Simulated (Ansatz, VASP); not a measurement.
# Cross-check of SiC (Moissanite) between VASP and Ansatz

Wanted: the spread between two codes on one cell, functional and k mesh. The cell is taken from a series of runs on this material, whose earlier steps may have relaxed, scaled, displaced or heated it; both programs get it as it stands.

Program: Ansatz 0.2.0. Level of theory: plane waves, with VASP 6.6.1 beside it; zone-centre phonons at PBE. Results are calculated unless marked as measured.

## Step 1: The structure

Symmetry: P6_3mc, No. 186, hexagonal system. The conventional cell has a = 3.152 Å, b = 3.152 Å, c = 5.175 Å, α = 90.00°, β = 90.00°, γ = 120.00°. Nearest to C lie 4 Si at 1.93 to 1.95 Å. Nearest to Si lie 4 C at 1.93 to 1.95 Å. Farther neighbours are not listed.

Structure file:

```cif
data_structure
_symmetry_space_group_name_H-M 'P 1'
_symmetry_Int_Tables_number 1
_cell_length_a 3.1520
_cell_length_b 3.1520
_cell_length_c 5.1755
_cell_angle_alpha 90.000
_cell_angle_beta 90.000
_cell_angle_gamma 120.000
_cell_volume 44.53
loop_
_atom_site_label
_atom_site_type_symbol
_atom_site_fract_x
_atom_site_fract_y
_atom_site_fract_z
_atom_site_occupancy
C1 C 0.33333 0.66667 0.38047 1
C2 C 0.66667 0.33333 0.88047 1
Si3 Si 0.33333 0.66667 0.00453 1
Si4 Si 0.66667 0.33333 0.50453 1
```

## Step 2: VASP: zone-centre phonons, PBE

Second derivatives magnify differences that forces hide, and they need a tight electronic threshold.

Lines of VASP's logs that name or quote its potential files are left out, and so is its time.

File INCAR:

```
SYSTEM = SiC
PREC = Accurate
ENCUT = 600
EDIFF = 1E-08
NELM = 120
ISMEAR = 0
SIGMA = 0.01
LREAL = .FALSE.
ALGO = Normal
GGA = PE
NBANDS = 14
LORBIT = 11
LWAVE = .FALSE.
LCHARG = .FALSE.
ISIF = 2
IBRION = 8
LEPSILON = .TRUE.
LASPH = .TRUE.
GGA_COMPAT = .FALSE.
EFERMI = MIDGAP
KPAR = 2
```

File POSCAR:

```
SiC
1.0
    3.1520167017      0.0000000000      0.0000000000
   -1.5760083508      2.7297265368      0.0000000000
    0.0000000000      0.0000000000      5.1754854280
C Si
2 2
Direct
    0.3333333333      0.6666666667      0.3804661014
    0.6666666667      0.3333333333      0.8804661014
    0.3333333333      0.6666666667      0.0045338986
    0.6666666667      0.3333333333      0.5045338986
```

File KPOINTS:

```
Automatic mesh
0
Gamma
12 12 6
0 0 0
```

PAW data sets: C and Si (PBE family, release 64).

Launch:

```
$ mpirun -np 2 vasp_std
```

Numbers of over 12 decimals in the logs are rounded to 6 here.

The program printed:

```text
[banner, memory and clock lines left out]
running    2 mpi-ranks, on    1 nodes
 distrk:  each k-point on    1 cores,    2 groups
 distr:  one band on    1 cores,    1 groups

 POSCAR found type information on POSCAR C Si
 POSCAR found :  2 types and       4 ions
 LDA part: xc-table for (Slater+PW92), standard interpolation
 POSCAR, INCAR and KPOINTS ok, starting setup
 FFT: planning ... GRIDC
 FFT: planning ... GRID_SOFT
 FFT: planning ... GRID
 WAVECAR not read
 entering main loop
       N       E                     dE             d eps       ncg     rms          rms(c)
DAV:   1     0.355431081467E+02    0.35543E+02   -0.78309E+03  2128   0.114E+03
DAV:   2    -0.298962345597E+02   -0.65439E+02   -0.59086E+02  2982   0.177E+02
DAV:   3    -0.333153720407E+02   -0.34191E+01   -0.33943E+01  2956   0.383E+01
DAV:   4    -0.333521821593E+02   -0.36810E-01   -0.36800E-01  2350   0.477E+00
DAV:   5    -0.333526761503E+02   -0.49399E-03   -0.49385E-03  2956   0.531E-01    0.114E+01
DAV:   6    -0.300751669922E+02    0.32775E+01   -0.81331E+00  2716   0.172E+01    0.505E+00
DAV:   7    -0.300371229727E+02    0.38044E-01   -0.91469E-01  2914   0.586E+00    0.231E+00
DAV:   8    -0.300222655259E+02    0.14857E-01   -0.45824E-02  2470   0.148E+00    0.576E-01
DAV:   9    -0.300210213264E+02    0.12442E-02   -0.77607E-03  2782   0.612E-01    0.130E-01
DAV:  10    -0.300213403929E+02   -0.31907E-03   -0.96293E-04  2730   0.197E-01    0.589E-02
DAV:  11    -0.300213687503E+02   -0.28357E-04   -0.13542E-04  2422   0.845E-02    0.132E-02
DAV:  12    -0.300213700206E+02   -0.12703E-05   -0.66004E-06  2764   0.185E-02    0.367E-03
DAV:  13    -0.300213706670E+02   -0.64640E-06   -0.42319E-07  2656   0.472E-03    0.202E-03
DAV:  14    -0.300213707294E+02   -0.62393E-07   -0.30010E-08  2764   0.115E-03    0.144E-03
DAV:  15    -0.300213706807E+02    0.48641E-07   -0.25120E-08  2496   0.940E-04    0.851E-05
DAV:  16    -0.300213706777E+02    0.29847E-08   -0.14266E-09  1268   0.283E-04
   1 F= -.30021371E+02 E0= -.30021371E+02  d E =0.000000E+00
 Linear response reoptimize wavefunctions to high precision
DAV:   1    -0.300213706781E+02   -0.39881E-09   -0.12905E-10  1520   0.895E-05
DAV:   2    -0.300213706782E+02   -0.10914E-10   -0.15478E-11  1232   0.318E-05
 Linear response G [H, r] |phi>, progress :
  Direction:   1
       N       E                     dE             d eps       ncg     rms
RMM:   1    -0.700388008034E+02   -0.70039E+02    0.58769E+01  5560   0.646E+01
RMM:   2    -0.515994449910E+02    0.18439E+02   -0.67779E+00  3615   0.185E+01
RMM:   3    -0.516509562937E+02   -0.51511E-01   -0.12220E-01  3869   0.237E+00
RMM:   4    -0.516520663240E+02   -0.11100E-02   -0.41236E-03  4111   0.404E-01
RMM:   5    -0.516521156511E+02   -0.49327E-04   -0.23422E-04  4149   0.797E-02
RMM:   6    -0.516521220493E+02   -0.63981E-05   -0.24829E-05  4254   0.178E-02
RMM:   7    -0.516521215376E+02    0.51168E-06    0.22484E-06  4197   0.425E-03
RMM:   8    -0.516521213569E+02    0.18065E-06    0.13679E-06  4171   0.111E-03
RMM:   9    -0.516521213131E+02    0.43842E-07    0.11221E-05  3698   0.363E-04
RMM:  10    -0.516521212931E+02    0.19997E-07    0.12039E-06  2915   0.157E-04
RMM:  11    -0.516521213003E+02   -0.72253E-08    0.24325E-06  2717   0.111E-04
RMM:  12    -0.516521212881E+02    0.12265E-07    0.59152E-07  2578   0.981E-05
RMM:  13    -0.516521212933E+02   -0.52814E-08    0.34623E-06  2284   0.954E-05
RMM:  14    -0.516521212980E+02   -0.46437E-08    0.16274E-06  2040   0.951E-05
RMM:  15    -0.516521212957E+02    0.22877E-08   -0.12663E-06  1830   0.950E-05
 Linear response G [H, r] |phi>, progress :
  Direction:   2
       N       E                     dE             d eps       ncg     rms
RMM:   1    -0.817061131151E+02   -0.81706E+02   -0.11632E+02  5404   0.617E+01
RMM:   2    -0.649666390287E+02    0.16739E+02   -0.53876E+00  3605   0.168E+01
RMM:   3    -0.650146512797E+02   -0.48012E-01   -0.86982E-02  3842   0.204E+00
RMM:   4    -0.650155494246E+02   -0.89814E-03   -0.20503E-03  4056   0.325E-01
RMM:   5    -0.650156089369E+02   -0.59512E-04   -0.73560E-05  4078   0.591E-02
RMM:   6    -0.650156131798E+02   -0.42429E-05   -0.71441E-06  4178   0.118E-02
RMM:   7    -0.650156130592E+02    0.12060E-06   -0.21201E-06  4130   0.247E-03
RMM:   8    -0.650156130084E+02    0.50768E-07   -0.65743E-06  4084   0.579E-04
RMM:   9    -0.650156128970E+02    0.11144E-06   -0.87181E-06  3522   0.192E-04
RMM:  10    -0.650156128959E+02    0.10267E-08   -0.12339E-06  2756   0.106E-04
RMM:  11    -0.650156128745E+02    0.21421E-07   -0.17097E-06  2551   0.960E-05
RMM:  12    -0.650156128983E+02   -0.23825E-07   -0.43256E-06  2383   0.948E-05
RMM:  13    -0.650156128845E+02    0.13803E-07   -0.40099E-07  2119   0.950E-05
RMM:  14    -0.650156128941E+02   -0.95997E-08   -0.31041E-06  1946   0.948E-05
 Linear response G [H, r] |phi>, progress :
  Direction:   3
       N       E                     dE             d eps       ncg     rms
[...]
Direction:   1
       N       E                     dE             d eps       ncg     rms          rms(c)
RMM:   1    -0.764107776095E+00   -0.76411E+00   -0.31028E+00 14254   0.380E+00
RMM:   2    -0.785190783440E+00   -0.21083E-01   -0.93218E-03 11548   0.601E-01    0.130E+00
[...]
RMM:   8    -0.865351956510E+00   -0.10308E-03   -0.20259E-07  3921   0.327E-03    0.399E-04
RMM:   9    -0.865354232701E+00   -0.22762E-05   -0.41821E-09  3901   0.781E-04    0.770E-05
RMM:  10    -0.865354954554E+00   -0.72185E-06    0.60895E-09  3558   0.133E-04    0.194E-05
RMM:  11    -0.865354748043E+00    0.20651E-06    0.75696E-09  2460   0.503E-05    0.347E-06
 change of polarisation eV/A/(eV/A) component  3 :    -0.205    -0.134     1.602
 dielectric tensor                  component  3 :    -0.834    -0.545     7.510
 Linear response DOF=           4
 Linear response progress:
  Degree of freedom:   1/  4
       N       E                     dE             d eps       ncg     rms          rms(c)
RMM:   1    -0.125190380414E+00   -0.12519E+00    0.69816E-02 26539   0.207E+00
RMM:   2    -0.122250512513E+00    0.29399E-02   -0.37509E-03 19776   0.427E-01    0.181E-01
RMM:   3    -0.122480152073E+00   -0.22964E-03   -0.85379E-04 19739   0.173E-01    0.923E-02
RMM:   4    -0.123502165430E+00   -0.10220E-02   -0.73994E-04 19616   0.148E-01    0.189E-02
RMM:   5    -0.123431482157E+00    0.70683E-04   -0.14074E-05 21581   0.260E-02    0.261E-03
RMM:   6    -0.123462565482E+00   -0.31083E-04   -0.14405E-06 22604   0.490E-03    0.981E-04
RMM:   7    -0.123456099209E+00    0.64663E-05   -0.26813E-06 22709   0.124E-03    0.223E-04
RMM:   8    -0.123457801367E+00   -0.17022E-05   -0.60576E-07 23021   0.333E-04    0.409E-05
RMM:   9    -0.123457618418E+00    0.18295E-06   -0.20761E-07 22989   0.932E-05    0.875E-06
RMM:  10    -0.123457726011E+00   -0.10759E-06   -0.51889E-08 23317   0.278E-05    0.662E-06
RMM:  11    -0.123457655120E+00    0.70891E-07   -0.12617E-08 22390   0.136E-05    0.112E-06
RMM:  12    -0.123457667516E+00   -0.12397E-07   -0.65702E-09 21720   0.427E-06    0.394E-07
RMM:  13    -0.123457662048E+00    0.54681E-08    0.87754E-11 16381   0.220E-06    0.569E-08
 first order change of Fermi-energy  -0.49516E+00
 force on displaced ion       1 direction 1 : -16.368  -0.000  -0.000
 Born effective charge ion    1 direction 1 :  -2.600  -0.000  -0.000
 Linear response progress:
  Degree of freedom:   2/  4
       N       E                     dE             d eps       ncg     rms          rms(c)
RMM:   1    -0.136559318047E+00   -0.13656E+00    0.83847E-02  5987   0.212E+00
RMM:   2    -0.132136146465E+00    0.44232E-02   -0.39314E-03  4587   0.434E-01    0.192E-01
RMM:   3    -0.131870440039E+00    0.26571E-03   -0.19007E-03  4767   0.209E-01    0.961E-02
RMM:   4    -0.132428769254E+00   -0.55833E-03   -0.42439E-04  4785   0.105E-01    0.345E-02
RMM:   5    -0.132606037834E+00   -0.17727E-03   -0.29687E-05  4786   0.319E-02    0.847E-03
RMM:   6    -0.132628924289E+00   -0.22886E-04    0.40604E-07  5075   0.668E-03    0.233E-03
RMM:   7    -0.132608739689E+00    0.20185E-04    0.64790E-07  4843   0.303E-03    0.585E-04
RMM:   8    -0.132613745281E+00   -0.50056E-05   -0.29156E-07  5244   0.908E-04    0.182E-04
RMM:   9    -0.132613537903E+00    0.20738E-06   -0.50333E-08  5167   0.289E-04    0.512E-05
RMM:  10    -0.132613349619E+00    0.18828E-06    0.67273E-08  5183   0.829E-05    0.149E-05
RMM:  11    -0.132613476389E+00   -0.12677E-06    0.22680E-07  5171   0.361E-05    0.415E-06
RMM:  12    -0.132613462988E+00    0.13401E-07    0.50572E-08  5291   0.923E-06    0.151E-06
RMM:  13    -0.132613468595E+00   -0.56064E-08    0.14826E-08  4768   0.330E-06    0.357E-07
 first order change of Fermi-energy   0.43567E+00
 force on displaced ion       1 direction 3 :  -0.000  -0.000 -20.381
 Born effective charge ion    1 direction 3 :  -0.000  -0.000  -2.791
 Linear response progress:
  Degree of freedom:   3/  4
       N       E                     dE             d eps       ncg     rms          rms(c)
RMM:   1    -0.172222755907E-01   -0.17222E-01    0.21981E-03 30918   0.947E-01
RMM:   2    -0.145290647654E-01    0.26932E-02   -0.76648E-04 20103   0.245E-01    0.116E-01
RMM:   3    -0.144273963389E-01    0.10167E-03    0.21572E-04 21095   0.574E-02    0.677E-02
RMM:   4    -0.144208651732E-01    0.65312E-05    0.20363E-04 19805   0.574E-02    0.842E-03
RMM:   5    -0.144173161708E-01    0.35490E-05   -0.14981E-05 21488   0.124E-02    0.195E-03
RMM:   6    -0.144126769496E-01    0.46392E-05   -0.23160E-07 22239   0.250E-03    0.932E-04
RMM:   7    -0.144112878479E-01    0.13891E-05   -0.23773E-06 22600   0.564E-04    0.837E-05
RMM:   8    -0.144111810800E-01    0.10677E-06   -0.77412E-07 22993   0.115E-04    0.242E-05
RMM:   9    -0.144112020589E-01   -0.20979E-07   -0.44464E-08 22809   0.404E-05    0.740E-06
RMM:  10    -0.144111852415E-01    0.16817E-07   -0.42158E-08 23041   0.136E-05    0.136E-06
RMM:  11    -0.144111766389E-01    0.86026E-08   -0.62139E-09 21912   0.394E-06    0.413E-07
 first order change of Fermi-energy  -0.83632E+00
 force on displaced ion       3 direction 1 : -17.003  -0.001  -0.000
 Born effective charge ion    3 direction 1 :   2.599  -0.000   0.000
 Linear response progress:
  Degree of freedom:   4/  4
       N       E                     dE             d eps       ncg     rms          rms(c)
RMM:   1    -0.334793352520E-01   -0.33479E-01    0.39471E-02  7549   0.139E+00
RMM:   2    -0.268388557305E-01    0.66405E-02   -0.54871E-03  4606   0.391E-01    0.135E-01
RMM:   3    -0.261412111811E-01    0.69764E-03   -0.74864E-04  4829   0.110E-01    0.740E-02
RMM:   4    -0.259068162068E-01    0.23439E-03   -0.52444E-04  4893   0.734E-02    0.262E-02
RMM:   5    -0.258377341025E-01    0.69082E-04   -0.11862E-04  4945   0.290E-02    0.576E-03
RMM:   6    -0.258328009821E-01    0.49331E-05   -0.74292E-06  4846   0.816E-03    0.192E-03
RMM:   7    -0.258312362244E-01    0.15648E-05    0.88142E-06  5121   0.224E-03    0.732E-04
RMM:   8    -0.258331025233E-01   -0.18663E-05    0.12880E-06  5031   0.104E-03    0.265E-04
RMM:   9    -0.258331922172E-01   -0.89694E-07   -0.46353E-07  5207   0.320E-04    0.479E-05
RMM:  10    -0.258333235773E-01   -0.13136E-06   -0.41505E-07  5216   0.102E-04    0.258E-05
RMM:  11    -0.258332860959E-01    0.37481E-07    0.16467E-07  5093   0.471E-05    0.546E-06
RMM:  12    -0.258332752437E-01    0.10852E-07    0.11477E-07  5284   0.956E-06    0.191E-06
RMM:  13    -0.258332793614E-01   -0.41177E-08    0.25266E-08  4842   0.425E-06    0.700E-07
 first order change of Fermi-energy  -0.43568E+00
 force on displaced ion       3 direction 3 :   0.000   0.000 -23.474
 Born effective charge ion    3 direction 3 :  -0.000   0.000   2.791
 Born effective charges drift removed
 Linear response finished
```

[end of part 1 of 3]

[Lines on the potential files, build, host, timing and source positions are cut from VASP's logs without a mark.]

[Logs are printed without paths, hosts, clocks, repeated set-up lines and the standing remarks that a program may print on its own settings, such as how far it seeks lower states.]

[Hosts, paths, dates, database ids (printed as entryN), source tags and the programs' standing remarks are cut or masked in the printed files.]
